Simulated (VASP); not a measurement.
Here is the system:

```
CELL_PARAMETERS angstrom
      1.77739    -3.07854     0.00000
      1.77739     3.07854     0.00000
      0.00000     0.00000     5.50227
ATOMIC_POSITIONS crystal
  Tm 0.33333 0.66667 0.25000
  Tm 0.66667 0.33333 0.75000
```

Level of theory: PW91 GGA, VASP's PBE PAW potentials (set 64) (plane waves; VASP 6.6.1). Settings: 520 eV cut-off, 13×13×8 Γ-centred mesh, tetrahedra with Blöchl corrections, potentials Tm_3.

The 4f electrons are frozen in the core of the lanthanide potential, so 4f levels, which can set the real gap, and their magnetism are missing.

Problem. Predict the energy per atom (σ→0), band gap (on the k-mesh) with the smallest direct gap where there is one.

Solution. 
```
Item                                                         Value
------------------------  ----------------------------------------
band gap (on the k-mesh)  none (metal, semimetal or under 0.01 eV)
energy per atom (σ→0)                               -4.483 eV/atom
```

The compound is Tm in the hcp structure. It was relaxed first.
